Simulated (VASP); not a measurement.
A run of VASP 6.6.1 is set up as follows.

Contents of INCAR:

```
PREC = Accurate
ENCUT = 520
EDIFF = 1E-6
ISMEAR = -1
SIGMA = 0.05
LREAL = F
LASPH = T
NELM = 80
ALGO = Fast
ISIF = 2
LWAVE = F
LCHARG = F
LMAXMIX = 4
GGA = B5
ALDAX = 1.0
AGGAX = 1.0
AGGAC = 1.0
ALDAC = 0.0
```

Contents of KPOINTS:

```
regular mesh
0
Gamma
  4 4 6
```

Contents of POSCAR:

```
Y3F
1.0
    6.2666500000      0.0000000000      0.0000000000
   -3.1333300000      5.4270800000      0.0000000000
    0.0000000000      0.0000000000      3.3619900000
Y F
3 1
Direct
    0.5000000000      0.0000000000      0.0000000000
    0.0000000000      0.5000000000      0.0000000000
    0.5000000000      0.5000000000      0.0000000000
    0.0000000000      0.0000000000      0.0000000000
```

KPOINTS_OPT

```
path GMKGALHA,LM,KH
10
line-mode
reciprocal
 0.0000000000  0.0000000000  0.0000000000  G
 0.5000000000  0.0000000000  0.0000000000  M

 0.5000000000  0.0000000000  0.0000000000  M
 0.3333333333  0.3333333333  0.0000000000  K

 0.3333333333  0.3333333333  0.0000000000  K
 0.0000000000  0.0000000000  0.0000000000  G

 0.0000000000  0.0000000000  0.0000000000  G
 0.0000000000  0.0000000000  0.5000000000  A

 0.0000000000  0.0000000000  0.5000000000  A
 0.5000000000  0.0000000000  0.5000000000  L

 0.5000000000  0.0000000000  0.5000000000  L
 0.3333333333  0.3333333333  0.5000000000  H

 0.3333333333  0.3333333333  0.5000000000  H
 0.0000000000  0.0000000000  0.5000000000  A

 0.5000000000  0.0000000000  0.5000000000  L
 0.5000000000  0.0000000000  0.0000000000  M

 0.3333333333  0.3333333333  0.0000000000  K
 0.3333333333  0.3333333333  0.5000000000  H
```

Potentials or basis: VASP PAW PBE potentials, release 64 (Y_sv, F).

Command:

```sh
$ cat potpaw_PBE.64/Y_sv/POTCAR potpaw_PBE.64/F/POTCAR > POTCAR
$ mpirun -np 1 vasp_std > vasp.out
```

(1) Predict the pressure.

(2) Predict the band gap along the path.

## Answers

(1) 1.2 GPa.

(2) none (metal or under the smearing width).

Caveat: the PAW data sets were made with another functional, which shifts forces and pressure a little.
